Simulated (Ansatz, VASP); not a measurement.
# Cross-check of WC (Qusongite) between VASP and Ansatz, part 2 of 2

Wanted: the spread between two codes on one cell, functional and k mesh. The cell is taken from a series of runs on this material, whose earlier steps may have relaxed, scaled, displaced or heated it; both programs get it as it stands.

VASP 6.6.1 and Ansatz 0.2.0.

So far: The structure; Ansatz: zone-centre phonons, PBEsol.

## Step 3: VASP: zone-centre phonons, PBEsol

Level of this step: PBEsol; plane waves and PAW (C, W) (VASP).

The same cell, functional, mesh and smearing now go to VASP, with its own data sets.

Lines of VASP's logs that name or quote its potential files are left out, and so is its time.

INCAR reads:

```
SYSTEM = WC
PREC = Accurate
ENCUT = 600
EDIFF = 1E-08
NELM = 120
ISMEAR = 1
SIGMA = 0.2
LREAL = .FALSE.
ALGO = Normal
GGA = PS
NBANDS = 11
LASPH = .TRUE.
LORBIT = 11
LWAVE = .FALSE.
LCHARG = .FALSE.
ISIF = 2
IBRION = 8
GGA_COMPAT = .FALSE.
KPAR = 2
```

POSCAR reads:

```
WC
1.0
    2.8774538609      0.0000000000      0.0000000000
   -1.4387269305      2.4919481418      0.0000000000
    0.0000000000      0.0000000000      2.8124113531
C W
1 1
Direct
    0.6666666667      0.3333333333      0.5000000000
    0.0000000000      1.0000000000      0.0000000000
```

KPOINTS reads:

```
Automatic mesh
0
Gamma
18 18 16
0 0 0
```

PAW data sets: C and W (PBE family, release 64).

Started as:

```sh
$ mpirun -np 2 vasp_std
```

Numbers of over 12 decimals in the logs are rounded to 6 here.

What it wrote:

```text
[banner, memory and clock lines left out]
running    2 mpi-ranks, on    1 nodes
 distrk:  each k-point on    1 cores,    2 groups
 distr:  one band on    1 cores,    1 groups

 POSCAR found type information on POSCAR C W
 POSCAR found :  2 types and       2 ions
|                                                                             |
|               ----> ADVICE to this user running VASP <----                  |
|                                                                             |
|     You enforced a specific xc type in the INCAR file but a different       |
|     [... a line on the potential file left out ...]
|     I HOPE YOU KNOW WHAT YOU ARE DOING!                                     |
|                                                                             |

 LDA part: xc-table for (Slater+PW92), standard interpolation
 POSCAR, INCAR and KPOINTS ok, starting setup
 FFT: planning ... GRIDC
 FFT: planning ... GRID_SOFT
 FFT: planning ... GRID
 WAVECAR not read
 entering main loop
       N       E                     dE             d eps       ncg     rms          rms(c)
DAV:   1     0.279952275409E+02    0.27995E+02   -0.54903E+03  7334   0.930E+02
DAV:   2    -0.248220445653E+02   -0.52817E+02   -0.50297E+02  8319   0.216E+02
DAV:   3    -0.269239433414E+02   -0.21019E+01   -0.20770E+01  9145   0.361E+01
DAV:   4    -0.269390157175E+02   -0.15072E-01   -0.15067E-01  8033   0.347E+00
DAV:   5    -0.269390809701E+02   -0.65253E-04   -0.65251E-04  8956   0.228E-01    0.363E+01
DAV:   6    -0.240933402339E+02    0.28457E+01   -0.12297E+01  8691   0.217E+01    0.124E+01
DAV:   7    -0.240179888519E+02    0.75351E-01   -0.58003E-01  7524   0.614E+00    0.865E+00
DAV:   8    -0.239770978154E+02    0.40891E-01   -0.92913E-02  8046   0.224E+00    0.196E+00
DAV:   9    -0.239719480255E+02    0.51498E-02   -0.13814E-02  7941   0.757E-01    0.154E-01
DAV:  10    -0.239718862335E+02    0.61792E-04   -0.82969E-04  8663   0.245E-01    0.173E-01
DAV:  11    -0.239718734097E+02    0.12824E-04   -0.91817E-05  8874   0.678E-02    0.131E-02
DAV:  12    -0.239718706845E+02    0.27252E-05   -0.53642E-06  8335   0.156E-02    0.796E-03
DAV:  13    -0.239718706948E+02   -0.10332E-07   -0.25131E-07  8427   0.489E-03    0.722E-04
DAV:  14    -0.239718706788E+02    0.16028E-07   -0.53580E-09  4816   0.584E-04    0.129E-03
DAV:  15    -0.239718706945E+02   -0.15690E-07   -0.24937E-09  3861   0.416E-04    0.249E-04
DAV:  16    -0.239718706928E+02    0.16551E-08   -0.17002E-10  3789   0.126E-04
   1 F= -.23971871E+02 E0= -.23971806E+02  d E =-.193968E-03
 Linear response reoptimize wavefunctions to high precision
DAV:   1    -0.239718706946E+02   -0.17405E-08   -0.20531E-11  4152   0.350E-05
DAV:   2    -0.239718706946E+02    0.72760E-11   -0.14530E-12  3771   0.123E-05
 Linear response DOF=           4
 Linear response progress:
  Degree of freedom:   1/  4
       N       E                     dE             d eps       ncg     rms          rms(c)
RMM:   1    -0.117826484466E+00   -0.11783E+00    0.49761E-02 76515   0.206E+00
RMM:   2    -0.116115642002E+00    0.17108E-02   -0.21529E-03 50516   0.440E-01    0.216E-01
RMM:   3    -0.116392768605E+00   -0.27713E-03   -0.44597E-04 47986   0.144E-01    0.116E-01
RMM:   4    -0.117168977885E+00   -0.77621E-03   -0.33181E-04 48037   0.118E-01    0.265E-02
RMM:   5    -0.117128704599E+00    0.40273E-04   -0.47848E-06 52624   0.200E-02    0.141E-03
RMM:   6    -0.117144680129E+00   -0.15976E-04   -0.31680E-07 52682   0.267E-03    0.509E-04
RMM:   7    -0.117141070219E+00    0.36099E-05    0.47341E-09 53488   0.448E-04    0.887E-05
RMM:   8    -0.117141300536E+00   -0.23032E-06    0.95487E-08 54096   0.842E-05    0.339E-05
RMM:   9    -0.117141151315E+00    0.14922E-06    0.12006E-08 55987   0.224E-05    0.241E-06
RMM:  10    -0.117141145085E+00    0.62302E-08   -0.57521E-10 50376   0.614E-06    0.113E-06
 first order change of Fermi-energy   0.47470E-05
 force on displaced ion       1 direction 1 : -17.207   0.002   0.000
 Linear response progress:
  Degree of freedom:   2/  4
       N       E                     dE             d eps       ncg     rms          rms(c)
RMM:   1    -0.121770993687E+00   -0.12177E+00    0.64675E-02 26958   0.216E+00
RMM:   2    -0.120970116491E+00    0.80088E-03   -0.22839E-03 17909   0.462E-01    0.191E-01
RMM:   3    -0.121102355195E+00   -0.13224E-03   -0.79283E-04 16938   0.185E-01    0.933E-02
RMM:   4    -0.122008484716E+00   -0.90613E-03   -0.57518E-04 17413   0.143E-01    0.219E-02
RMM:   5    -0.121994190921E+00    0.14294E-04   -0.11527E-05 18409   0.241E-02    0.306E-03
RMM:   6    -0.122031718226E+00   -0.37527E-04   -0.96890E-07 17877   0.603E-03    0.473E-04
RMM:   7    -0.122031417831E+00    0.30039E-06   -0.63682E-08 18892   0.101E-03    0.166E-04
RMM:   8    -0.122030488965E+00    0.92887E-06   -0.14762E-08 18934   0.117E-04    0.500E-05
RMM:   9    -0.122030306432E+00    0.18253E-06    0.16624E-09 19217   0.457E-05    0.151E-05
RMM:  10    -0.122030217423E+00    0.89008E-07    0.13227E-09 19408   0.211E-05    0.125E-06
RMM:  11    -0.122030209865E+00    0.75585E-08   -0.18104E-09 18506   0.580E-06    0.712E-07
 first order change of Fermi-energy   0.26167E-03
 force on displaced ion       1 direction 3 :   0.000  -0.000 -16.325
 Linear response progress:
  Degree of freedom:   3/  4
       N       E                     dE             d eps       ncg     rms          rms(c)
RMM:   1    -0.109638620102E+00   -0.10964E+00   -0.86643E-02 65078   0.194E+00
RMM:   2    -0.106694451784E+00    0.29442E-02   -0.19224E-03 49611   0.355E-01    0.215E-01
RMM:   3    -0.105743358141E+00    0.95109E-03   -0.33065E-04 51867   0.114E-01    0.126E-01
RMM:   4    -0.105313046840E+00    0.43031E-03   -0.52927E-04 51984   0.142E-01    0.197E-02
RMM:   5    -0.105330481341E+00   -0.17435E-04    0.14441E-06 53846   0.167E-02    0.390E-03
RMM:   6    -0.105332859838E+00   -0.23785E-05   -0.17650E-07 53721   0.225E-03    0.138E-03
RMM:   7    -0.105332817568E+00    0.42270E-07    0.68878E-08 53349   0.991E-04    0.111E-04
RMM:   8    -0.105331966887E+00    0.85068E-06    0.28533E-07 55175   0.202E-04    0.224E-05
RMM:   9    -0.105331981864E+00   -0.14977E-07    0.77108E-08 56297   0.368E-05    0.531E-06
RMM:  10    -0.105331972582E+00    0.92821E-08    0.27727E-09 56369   0.979E-06    0.248E-06
 first order change of Fermi-energy  -0.58143E-04
 force on displaced ion       2 direction 1 : -17.206   0.002   0.000
 Linear response progress:
  Degree of freedom:   4/  4
       N       E                     dE             d eps       ncg     rms          rms(c)
RMM:   1    -0.114992519841E+00   -0.11499E+00   -0.93820E-02 23855   0.199E+00
RMM:   2    -0.111208169121E+00    0.37844E-02   -0.22956E-03 17458   0.406E-01    0.177E-01
RMM:   3    -0.110563301360E+00    0.64487E-03   -0.22524E-04 18273   0.104E-01    0.980E-02
RMM:   4    -0.110459603614E+00    0.10370E-03   -0.37473E-04 18155   0.129E-01    0.143E-02
RMM:   5    -0.110473897360E+00   -0.14294E-04   -0.25604E-06 19075   0.137E-02    0.470E-03
RMM:   6    -0.110486675220E+00   -0.12778E-04    0.31927E-08 18974   0.210E-03    0.112E-03
RMM:   7    -0.110487491362E+00   -0.81614E-06    0.29613E-09 18686   0.703E-04    0.245E-04
RMM:   8    -0.110487241245E+00    0.25012E-06   -0.47996E-09 19389   0.168E-04    0.678E-05
RMM:   9    -0.110486809215E+00    0.43203E-06   -0.27867E-09 19632   0.581E-05    0.489E-06
RMM:  10    -0.110486786069E+00    0.23146E-07   -0.31810E-09 19872   0.129E-05    0.167E-06
RMM:  11    -0.110486785296E+00    0.77286E-09   -0.23931E-09 16109   0.499E-06    0.299E-07
 first order change of Fermi-energy  -0.47251E-03
 force on displaced ion       2 direction 3 :   0.000   0.000 -16.329
 Linear response finished
```

OUTCAR, selected parts (step 3):

```text
ion  position               nearest neighbor table
   1  0.667  0.333  0.500-   2 2.18   2 2.18   2 2.18   2 2.18   2 2.18   2 2.18
   2  0.000  0.000  0.000-   1 2.18   1 2.18   1 2.18   1 2.18   1 2.18   1 2.18

  LATTYP: Found a hexagonal cell.
 ALAT       =     2.8774538609
 C/A-ratio  =     0.9773958121

 Subroutine GETGRP returns: Found 12 space group operations
 (whereof 12 operations were pure point group operations)

The static configuration has the point symmetry D_3h.

 Found    333 irreducible k-points:

   k-points           NKPTS =    333   k-points in BZ     NKDIM =    333   number of bands    NBANDS=     11

   dimension x,y,z NGX =    24 NGY =   24 NGZ =   24
   dimension x,y,z NGXF=    48 NGYF=   48 NGZF=   48

   ENCUT  =  600.0 eV  44.10 Ry    6.64 a.u.   5.75  5.75  5.62*2*pi/ulx,y,z

   NELECT =      10.0000    total number of electrons

 k-points in reciprocal lattice and weights: Automatic mesh
   0.00000000  0.00000000  0.00000000       0.000
   0.05555556  0.00000000  0.00000000       0.001
   0.11111111  0.00000000  0.00000000       0.001
   0.16666667  0.00000000  0.00000000       0.001
   0.22222222  0.00000000  0.00000000       0.001
   0.27777778  0.00000000  0.00000000       0.001
   0.33333333  0.00000000  0.00000000       0.001
   0.38888889  0.00000000  0.00000000       0.001
   0.44444444  0.00000000  0.00000000       0.001
[...]
0.33333333  0.27777778  0.50000000       0.002
   0.33333333  0.33333333  0.50000000       0.000

 average (electrostatic) potential at core
       1 -45.9433       2 -36.6287

  Total        1.0244849      1.0244849      1.0918181     -0.0000000      0.0000000      0.0000000
  in kB       81.3935407     81.3935407     86.7430407     -0.0000000      0.0000000      0.0000000
  external PRESSURE =      83.1767074 kB  Pullay stress =       0.0000000 kB

  energy-cutoff  :      600.00
  volume of cell :       20.17
      direct lattice vectors                 reciprocal lattice vectors
     2.877453861  0.000000000  0.000000000     0.347529465  0.200646230  0.000000000
    -1.438726930  2.491948142  0.000000000     0.000000000  0.401292460  0.000000000
     0.000000000  0.000000000  2.812411353     0.000000000  0.000000000  0.355566763

 POSITION                                       TOTAL-FORCE (eV/Angst)
 -----------------------------------------------------------------------------------
      1.43873      0.83065      1.40621        -0.000000     -0.000000      0.000000
      0.00000      0.00000      0.00000         0.000000      0.000000      0.000000
 -----------------------------------------------------------------------------------
    total drift:                               -0.000000      0.000000      0.000000

 Eigenvectors and eigenvalues of the dynamical matrix
 ----------------------------------------------------

   1 f  =   19.313176 THz   121.348264 2PiTHz  644.218209 cm-1    79.872842 meV
             X         Y         Z           dx          dy          dz
      1.438727  0.830649  1.406206     0.404193   -0.880514   -0.000000
      0.000000  0.000000  0.000000    -0.103310    0.225054    0.000000

   2 f  =   19.313176 THz   121.348264 2PiTHz  644.218209 cm-1    79.872842 meV
             X         Y         Z           dx          dy          dz
      1.438727  0.830649  1.406206    -0.880514   -0.404193    0.000000
      0.000000  0.000000  0.000000     0.225054    0.103310    0.000000

   3 f  =   18.812187 THz   118.200455 2PiTHz  627.507005 cm-1    77.800918 meV
             X         Y         Z           dx          dy          dz
      1.438727  0.830649  1.406206     0.000000    0.000000    0.968846
      0.000000  0.000000  0.000000    -0.000000    0.000000   -0.247664

   4 f/i=    0.000070 THz     0.000442 2PiTHz    0.002345 cm-1     0.000291 meV
             X         Y         Z           dx          dy          dz
      1.438727  0.830649  1.406206     0.245364   -0.033447    0.000000
      0.000000  0.000000  0.000000     0.959976   -0.130859    0.000000

   5 f/i=    0.000070 THz     0.000442 2PiTHz    0.002345 cm-1     0.000291 meV
             X         Y         Z           dx          dy          dz
      1.438727  0.830649  1.406206     0.033447    0.245364    0.000000
      0.000000  0.000000  0.000000     0.130859    0.959976    0.000000

   6 f/i=    0.000530 THz     0.003327 2PiTHz    0.017664 cm-1     0.002190 meV
             X         Y         Z           dx          dy          dz
      1.438727  0.830649  1.406206    -0.000000    0.000000   -0.247664
      0.000000  0.000000  0.000000     0.000000    0.000000   -0.968846

 ELASTIC MODULI CONTR FROM IONIC RELAXATION (kBar)
 Direction    XX          YY          ZZ          XY          YZ          ZX
 --------------------------------------------------------------------------------
 XX        -215.8075    215.8075     -0.0000      0.0000      0.0000     -0.0000
 YY         215.8075   -215.8075      0.0000      0.0000     -0.0000      0.0000
 ZZ          -0.0000      0.0000     -0.0000      0.0000      0.0000     -0.0000
 XY           0.0000      0.0000      0.0000   -215.8075     -0.0000      0.0000
 YZ           0.0000     -0.0000      0.0000     -0.0000     -0.0000      0.0000
 ZX          -0.0000      0.0000     -0.0000      0.0000      0.0000     -0.0000
 --------------------------------------------------------------------------------
```

## Step 4: Comparison

Known differences besides the potentials themselves: the data sets hold 18 valence electrons in Ansatz (on its PAW soft_1 files) and 10 in VASP; the cutoff is 420 eV in Ansatz and 600 eV in VASP; Ansatz makes its cores anew for this functional, VASP keeps those of its PBE data sets. Total energies have different zeros and are not compared.

Both answers:

| quantity | Ansatz | VASP | difference |
| --- | --- | --- | --- |
| optical mode 1 (cm⁻¹) | 619.0 | 627.5 | -1.36 % |
| optical mode 2 to 3 (cm⁻¹) | 636.3 | 644.2 | -1.22 % |

Modes are paired by rising frequency, not by their patterns, so a pair may set unlike modes beside each other; they are those without the splitting of longitudinal modes.

## Step 5: Summary of results

```yaml
r_m_s_difference_of_the_optical_zone_centre_modes_each_program_s_sorted_by_frequency_zone_centre_phonons_pbesol: 8.1 cm⁻¹
difference_in_optical_mode_1_zone_centre_phonons_pbesol: -1.4 %
```

**Reading.** The r.m.s. difference of the optical zone-centre modes, each program's sorted by frequency is 8.1 cm⁻¹ (zone-centre phonons, PBEsol). The data sets hold unlike numbers of valence electrons (18 in Ansatz and 10 in VASP), so part of the differences comes from the potentials. Among the rows given in per cent, the largest difference of the zone-centre phonons, PBEsol pair is in optical mode 1, -1.4 %. Such differences can come from data sets, numerical settings and the points named under the comparisons, not from the functional's error against experiment.

[Lines on the potential files, build, host, timing and source positions are cut from VASP's logs without a mark.]

[Logs are printed without paths, hosts, clocks, repeated set-up lines and the standing remarks that a program may print on its own settings, such as how far it seeks lower states.]

[Hosts, paths, dates, database ids (printed as entryN), source tags and the programs' standing remarks are cut or masked in the printed files.]
